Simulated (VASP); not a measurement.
The system is Ti2Fe2H3.

```xyz
7
Lattice="4.4674 0.0000 0.0000 0.0000 2.7517 0.0000 -0.1705 0.0000 4.8045" Properties=species:S:1:pos:R:3 pbc="T T T"
Fe    1.3025    0.0000    0.8686
Fe    3.3660    0.0000    3.9406
Ti    3.5581    1.3759    1.4700
Ti    1.1535    1.3759    3.3238
H     2.3605    0.0000    2.4291
H     4.1582    1.3759    4.5351
H     2.1071    1.3759    0.2484
```

The cell comes from a database or a generator and needn't be the stable form of this composition.

```yaml
Program: VASP 6.6.1
Task: single point
Functional: PBE
Potentials_or_basis: VASP PAW PBE potentials, release 64 (Fe, Ti_sv, H)
Cutoff: 520 eV
k_mesh: 6 × 10 × 6
Occupations: fermi-dirac, width 0.05 eV
Spin: collinear spin, ferromagnetic start
Starting_moments: "[3.0, 3.0, 1.0, 1.0, 0.0, 0.0, 0.0] μB"
```

On this cell: pressure -0.4 GPa; largest force 0.134 eV/Å; net moment 0.39 μB per cell; site moments Fe +0.24, +0.36; Ti -0.09, -0.08; H -0.00 μB; band gap on the k mesh none (metal or under the smearing width).

The same run follows on a disturbed copy (atoms moved at random, drawn with an rms of 0.05 Å):

```xyz
7
Lattice="4.4674 0.0000 0.0000 0.0000 2.7517 0.0000 -0.1705 0.0000 4.8045" Properties=species:S:1:pos:R:3 pbc="T T T"
Fe    1.3006   -0.0340    0.8487
Fe    3.3628   -0.0104    3.9553
Ti    3.5625    1.3910    1.4826
Ti    1.1539    1.3928    3.2790
H     2.3844    0.0175    2.3859
H     4.1444    1.4124    4.5594
H     2.1093    1.3760    0.2269
```

Question: What changes?

Answer: The energy (extrapolated to zero smearing) moves by +5.2 meV/atom; pressure -0.6 GPa; largest force 0.407 eV/Å; net moment 0.49 μB per cell; site moments Fe +0.29, +0.48; Ti -0.10, -0.11; H -0.00 μB; band gap on the k mesh none (metal or under the smearing width).

Forces on the atoms (eV/Å):
```
Fe   0.082  0.227  0.121
Fe  -0.093  0.230 -0.254
Ti  -0.105 -0.050 -0.197
Ti   0.026 -0.031  0.405
H   -0.106 -0.070  0.094
H    0.220 -0.183 -0.164
H   -0.024 -0.122 -0.005
```

Stress tensor (GPa, compression positive):
```
 0.03 -0.72  0.25
-0.72 -0.36 -0.06
 0.25 -0.06 -1.52
```
